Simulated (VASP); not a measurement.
# NbAl3 with and without spin-orbit coupling, part 4 of 4

What does spin-orbit coupling change in NbAl3, and what does it cost? All runs use PBEsol. Left out of this account: 1 further run (self-consistent run: a reference on another mesh). The start is a computed cell from the Materials Project.

VASP 6.6.1, plane waves and PAW; the level of theory is named at each step.

So far. Step 5 (Total and projected DOS (PBEsol + SOC)): The DOS at the Fermi level goes from 0.212 to 0.207 states/eV/cell, a number that is sensitive to the mesh. The run took 3.1 times the core time, with 34 spinor bands against 25. Of the states within 0.3 eV of the Fermi level, the largest shares in the PAW spheres are Nb d 53 %. The rest lies in smaller channels or between the spheres. Step 6 (Relaxing cell and atoms (PBEsol)): It ends with forces that vanish by symmetry and a pressure of 0.01 GPa.

### 7. Full relaxation (PBEsol + SOC)

This step: PBEsol, spin-orbit coupling; plane waves and PAW (Al, Nb_sv) (VASP 6.6.1).

The same relaxation with spinors and spin-orbit coupling.

INCAR

```
SYSTEM = NbAl3
PREC = Accurate
ENCUT = 400
EDIFF = 1E-06
NELM = 100
ISMEAR = -1
SIGMA = 0.05
LREAL = .FALSE.
ALGO = Normal
GGA = PS
LNONCOLLINEAR = .TRUE.
MAGMOM = 0 0 0 0 0 0 0 0 0 0 0 0
NBANDS = 34
GGA_COMPAT = .FALSE.
LASPH = .TRUE.
LSORBIT = .TRUE.
LMAXMIX = 4
LORBIT = 11
LWAVE = .FALSE.
LCHARG = .FALSE.
KPAR = 4
IBRION = 2
NSW = 60
ISIF = 3
EDIFFG = -0.01
```

POSCAR

```
NbAl3
1.0
    0.0000000000     -3.8339658454      0.0000000000
   -3.8339658454      0.0000000000      0.0000000000
    1.9169829227     -1.9169829227     -4.2924503537
Al Nb
3 1
Direct
    0.5000000000      0.5000000000      0.0000000000
    0.7500000000      0.7500000000      0.5000000000
    0.2500000000      0.2500000000      0.5000000000
    0.0000000000      0.0000000000      0.0000000000
```

KPOINTS

```
Automatic mesh
0
Gamma
8 8 8
0 0 0
```

PAW data sets: Al and Nb_sv (PBE family, release 64).

Started as:

```bash
$ mpirun -np 4 vasp_ncl
```

The program printed:

```text
[... set-up lines as in an earlier step ...]
 entering main loop
       N       E                     dE             d eps       ncg     rms          rms(c)
[... 12 cycles as in an earlier step ...]
   1 F= -.25010000E+02 E0= -.25008356E+02  d E =-.250100E+02  mag=    -0.0000    -0.0000    -0.0000
 curvature:   0.00 expect dE= 0.000E+00 dE for cont linesearch  0.000E+00
 trial: gam= 0.00000 g(F)=  0.368E-47 g(S)=  0.727E-02 ort = 0.000E+00 (trialstep = 0.100E+01)
 search vector abs. value=  0.727E-02
 bond charge predicted
       N       E                     dE             d eps       ncg     rms          rms(c)
DAV:   1    -0.250543193822E+02   -0.44320E-01   -0.11384E+00  5364   0.127E+01    0.158E+00
DAV:   2    -0.250169441991E+02    0.37375E-01   -0.23422E-01  5742   0.470E+00    0.529E-01
DAV:   3    -0.250108920904E+02    0.60521E-02   -0.13632E-02  5498   0.812E-01    0.272E-01
DAV:   4    -0.250098805079E+02    0.10116E-02   -0.11096E-02  7374   0.717E-01    0.184E-01
DAV:   5    -0.250100673724E+02   -0.18686E-03   -0.40441E-04  5346   0.168E-01    0.120E-01
DAV:   6    -0.250103727718E+02   -0.30540E-03   -0.29648E-04  7358   0.118E-01    0.331E-02
DAV:   7    -0.250103949884E+02   -0.22217E-04   -0.95264E-05  7284   0.584E-02    0.425E-03
DAV:   8    -0.250103957583E+02   -0.76987E-06   -0.79755E-06  5490   0.161E-02
   2 F= -.25010396E+02 E0= -.25008822E+02  d E =-.395684E-03  mag=    -0.0000    -0.0000    -0.0000
 trial-energy change:   -0.000396  1 .order   -0.000392   -0.007271    0.006486
 step:   0.5285(harm=  0.5285)  dis= 0.00000  next Energy=   -25.011922 (dE=-0.192E-02)
 bond charge predicted
       N       E                     dE             d eps       ncg     rms          rms(c)
DAV:   1    -0.250217815167E+02   -0.11387E-01   -0.25280E-01  5342   0.601E+00    0.744E-01
DAV:   2    -0.250136139670E+02    0.81675E-02   -0.56015E-02  5756   0.229E+00    0.257E-01
DAV:   3    -0.250121048055E+02    0.15092E-02   -0.33519E-03  5476   0.394E-01    0.136E-01
DAV:   4    -0.250118396296E+02    0.26518E-03   -0.24371E-03  7318   0.310E-01    0.720E-02
DAV:   5    -0.250118851339E+02   -0.45504E-04   -0.10546E-04  5456   0.804E-02    0.472E-02
DAV:   6    -0.250119372117E+02   -0.52078E-04   -0.88841E-05  7414   0.574E-02    0.156E-02
DAV:   7    -0.250119390604E+02   -0.18487E-05   -0.14981E-05  6998   0.257E-02    0.186E-03
DAV:   8    -0.250119392136E+02   -0.15319E-06   -0.23626E-06  4862   0.910E-03
   3 F= -.25011939E+02 E0= -.25010333E+02  d E =-.193914E-02  mag=     0.0000     0.0000     0.0000
 curvature:  -0.26 expect dE=-0.381E-06 dE for cont linesearch -0.145E-08
 trial: gam= 0.00107 g(F)=  0.359E-47 g(S)=  0.144E-05 ort =-0.631E-05 (trialstep = 0.906E+00)
 search vector abs. value=  0.144E-05
 reached required accuracy - stopping structural energy minimisation
```

It took 92 s on 4 MPI ranks of AMD EPYC 9R45, shared host; peak memory 1.4 GiB; 6.1 min of CPU time.

From OUTCAR (step 7):

```text
   NELECT =      22.0000    total number of electrons

 E-fermi :   9.6037

 k-point     1 :       0.0000    0.0000    0.0000
  band No.  band energies     occupation
    ...
     16       6.8445      1.00000
     17       7.4659      1.00000
     18       7.4659      1.00000
     19       7.4779      1.00000
     20       7.4779      1.00000
     21       9.6336      0.35511
     22       9.6336      0.35511
     23      11.1559      0.00000
     24      11.1559      0.00000
     25      11.2804      0.00000
    ...

  Total       -0.0033319     -0.0033319      0.0098678      0.0000000      0.0000000     -0.0000000
  in kB       -0.0853315     -0.0853315      0.2527170      0.0000000      0.0000000     -0.0000000
  external PRESSURE =       0.0273514 kB  Pullay stress =       0.0000000 kB

 POSITION                                       TOTAL-FORCE (eV/Angst)
 -----------------------------------------------------------------------------------
      0.00000     -3.82224     -4.28213         0.000000     -0.000000      0.000000
     -1.91112     -3.82224     -2.14107         0.000000      0.000000      0.000000
      0.00000     -1.91112     -2.14107        -0.000000      0.000000      0.000000
      1.91112     -1.91112     -4.28213         0.000000     -0.000000      0.000000
 -----------------------------------------------------------------------------------
    total drift:                                0.000000     -0.000000     -0.000000

  FREE ENERGIE OF THE ION-ELECTRON SYSTEM (eV)
  ---------------------------------------------------
  free  energy   TOTEN  =       -25.0119392136 eV

  energy  without entropy=      -25.0087267958  energy(sigma->0) =      -25.01033300

 Spin-Orbit-Coupling matrix elements
 Ion:    1  E_soc:     -0.0001900
 Ion:    2  E_soc:     -0.0002421
 Ion:    3  E_soc:     -0.0002421
 Ion:    4  E_soc:     -0.1731003

 magnetization (y)
# of ion       s       p       d       tot
------------------------------------------
    1        0.000  -0.000   0.000  -0.000
    2        0.000   0.000   0.000   0.000
    3        0.000   0.000   0.000   0.000
    4        0.000   0.000  -0.000  -0.000
--------------------------------------------------
tot          0.000  -0.000  -0.000   0.000

 magnetization (z)
# of ion       s       p       d       tot
------------------------------------------
    1        0.000   0.000   0.000   0.000
    2        0.000   0.000   0.000   0.000
    3        0.000   0.000   0.000   0.000
    4       -0.000   0.000  -0.000  -0.000
--------------------------------------------------
tot          0.000   0.000  -0.000  -0.000

[... 9 parts as in an earlier step ...]

[... 10 further parts left out ...]
```

CONTCAR:

```
NbAl3
   1.00000000000000
     0.0000000000000000   -3.8222367336150813    0.0000000000000000
    -3.8222367336150813    0.0000000000000000    0.0000000000000000
     1.9111183668075407   -1.9111183668075407   -4.2821321760934827
  Al              Nb
     3     1
Direct
     0.5000000000000000    0.5000000000000000    1.0000000000000000
     0.7500000000000000    0.7500000000000000    0.5000000000000000
     0.2500000000000000    0.2500000000000000    0.5000000000000000
     0.0000000000000000    0.0000000000000000    1.0000000000000000
```

Relaxation path:

```csv
step,energy less that of the first step (eV),largest force (eV/Å),pressure (GPa),volume (Å³)
1,0.0000,0.0000,-1.13,63.10
2,-0.0004,0.0000,1.03,62.08
3,-0.0019,0.0000,0.00,62.56
```

| conventional cell, symmetrised | before | after | change |
| --- | --- | --- | --- |
| a (Å) | 3.834 | 3.822 | -0.3 % |
| b (Å) | 3.834 | 3.822 | -0.3 % |
| c (Å) | 8.585 | 8.564 | -0.2 % |
| volume (Å³/atom) | 15.77 | 15.64 | -0.8 % |

Final coordinates:

```xyz
4
Lattice="0.0000 -3.8222 0.0000 -3.8222 0.0000 0.0000 1.9111 -1.9111 -4.2821" Properties=species:S:1:pos:R:3 pbc="T T T"
Al   -1.9111   -1.9111    0.0000
Al   -1.9111   -3.8222   -2.1411
Al    0.0000   -1.9111   -2.1411
Nb    0.0000    0.0000    0.0000
```

This step gave:

```yaml
bands: 34
free_energy_toten: -25.01 eV
energy_at_zero_smearing: -25.01 eV
fermi_energy: 9.604 eV
pressure: 0.002735 GPa
scf_cycles_over_all_ionic_steps: 29
```

On-site spin-orbit energy by atom:

```csv
atom,on-site spin-orbit energy (eV)
Al1,0.000
Al2,0.000
Al3,0.000
Nb4,-0.173
```

The cell ends at 15.64 Å³/atom, under 0.05 % from the run without the coupling. The run took 4.4 times the core time, with 34 spinor bands against 17.

The cell shrank by 0.8 % in volume.

### 8. Side by side

| quantity | without | with spin-orbit coupling |
| --- | --- | --- |
| gap (eV) | none | none |
| core minutes, bands | 2 | 7.1 |
| DOS at the Fermi level (states/eV/cell) | 0.212 | 0.207 |
| core minutes, DOS | 0.85 | 2.7 |
| relaxed volume (Å³/atom) | 15.64 | 15.64 |
| core minutes, relaxation | 1.4 | 6.1 |

### 9. What came out

```yaml
gap_ev_without_with: none → none
dos_at_the_fermi_level_states_ev_cell_without_with: 0.212 → 0.207
relaxed_volume_a3_atom_without_with: 15.64 → 15.64
```

What this shows: NbAl3 has no gap with or without spin-orbit coupling. The relaxed volume moves by under 0.05 %. The spinor runs cost 3.1 to 4.4 times as much, on a shared host.

[Lines on the potential files, build, host, timing and source positions are cut from VASP's logs without a mark.]

[Logs are printed without paths, hosts, clocks, repeated set-up lines and the standing remarks that a program may print on its own settings, such as how far it seeks lower states.]

[Hosts, paths, dates, database ids (printed as entryN), source tags and the programs' standing remarks are cut or masked in the printed files.]

[A measured line is paired with the nearest computed mode of its activity, which favours agreement.]
